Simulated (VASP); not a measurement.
Output of a VASP run:

File OSZICAR:
```
       N       E                     dE             d eps       ncg     rms          rms(c)
DAV:   1     0.112273367859E+03    0.11227E+03   -0.10684E+04  1900   0.132E+03
DAV:   2    -0.147837847568E+02   -0.12706E+03   -0.12425E+03  2385   0.251E+02
DAV:   3    -0.194756126174E+02   -0.46918E+01   -0.46668E+01  2406   0.519E+01
DAV:   4    -0.195190488536E+02   -0.43436E-01   -0.43430E-01  2371   0.554E+00
DAV:   5    -0.195197787602E+02   -0.72991E-03   -0.72989E-03  2483   0.675E-01    0.195E+01
DAV:   6    -0.184845220156E+02    0.10353E+01   -0.75439E+00  1888   0.280E+01    0.126E+01
DAV:   7    -0.182534086760E+02    0.23111E+00   -0.13573E+00  1895   0.129E+01    0.584E+00
DAV:   8    -0.182183861310E+02    0.35023E-01   -0.84607E-02  2168   0.232E+00    0.128E+00
DAV:   9    -0.182135337206E+02    0.48524E-02   -0.11159E-02  2203   0.115E+00    0.247E-01
DAV:  10    -0.182135516327E+02   -0.17912E-04   -0.15021E-03  2252   0.299E-01    0.812E-02
DAV:  11    -0.182135558143E+02   -0.41816E-05   -0.50862E-05  2378   0.707E-02    0.386E-02
DAV:  12    -0.182135544998E+02    0.13145E-05   -0.60741E-06  2193   0.264E-02    0.855E-03
DAV:  13    -0.182135543021E+02    0.19770E-06   -0.10189E-06  1154   0.920E-03
   1 F= -.18213554E+02 E0= -.18213740E+02  d E =-.182136E+02
```

### OUTCAR
```
------------------------ aborting loop because EDIFF is reached ----------------------------------------
  FORCE on cell =-STRESS in cart. coord.  units (eV):
  Direction    XX          YY          ZZ          XY          YZ          ZX
  --------------------------------------------------------------------------------------
  Total       -0.0025085     -0.0025085     -0.0503879      0.0000000     -0.0000000      0.0000000
  in kB       -0.0805423     -0.0805423     -1.6178481      0.0000000     -0.0000000      0.0000000
  external PRESSURE =      -0.5929776 kB  Pullay stress =       0.0000000 kB
  volume of cell :       49.90
      direct lattice vectors                 reciprocal lattice vectors
     1.779908496 -3.082892019  0.000000000     0.280913317 -0.162185376  0.000000000
     1.779908496  3.082892019  0.000000000     0.280913317  0.162185376  0.000000000
     0.000000000  0.000000000  4.546878866     0.000000000  0.000000000  0.219931084
 POSITION                                       TOTAL-FORCE (eV/Angst)
 -----------------------------------------------------------------------------------
      0.00000      0.00000      0.00000        -0.000000      0.000000      0.000000
      1.77991      1.02763      1.18974         0.000000     -0.000000     -0.015776
      1.77991     -1.02763      3.35714        -0.000000      0.000000      0.015776
 -----------------------------------------------------------------------------------
    total drift:                               -0.000000      0.000000      0.000000
  FREE ENERGIE OF THE ION-ELECTRON SYSTEM (eV)
  ---------------------------------------------------
  free  energy   TOTEN  =       -18.2135543021 eV

  energy  without entropy=      -18.2141117631  energy(sigma->0) =      -18.21374012

 reached required accuracy - stopping structural energy minimisation
```
(Selected blocks of OUTCAR.)

**POSCAR**
```
PtS2
1
    1.7799084958    -3.0828920192     0.0000000000
    1.7799084958     3.0828920192    -0.0000000000
   -0.0000000000     0.0000000000     4.5468788663
Pt S
1 2
Direct
  0.0000000000   0.0000000000   0.0000000000
  0.3333330000   0.6666670000   0.2616608554
  0.6666670000   0.3333330000   0.7383391446
```

Problem. Reconstruct the remaining input files.

Solution. One answer among several that fit: the input of the run itself, LDA (Ceperley-Alder, Perdew-Zunger), plane waves, VASP's LDA PAW potentials (set 64).

KPOINTS:
```
Automatic mesh
0
Gamma
9 9 6
0 0 0
```

**INCAR**
```
ALGO  =  Normal
EDIFF  =  1E-6
EDIFFG  =  -0.02
ENCUT  =  520
IBRION  =  2
ISIF  =  3
ISMEAR  =  1
LASPH  =  .TRUE.
LCHARG  =  .FALSE.
LMAXMIX  =  6
LREAL  =  .FALSE.
LWAVE  =  .FALSE.
NELM  =  100
NSW  =  60
PREC  =  Accurate
SIGMA  =  0.1
SYSTEM  =  PtS2
```

POTCAR, in this order: Pt S (LDA.64 set). Program: vasp_std.

The compound is PtS2 in the 1T layered structure. It was relaxed first, which changed the volume by -9 %. The start is the result of an earlier pass.
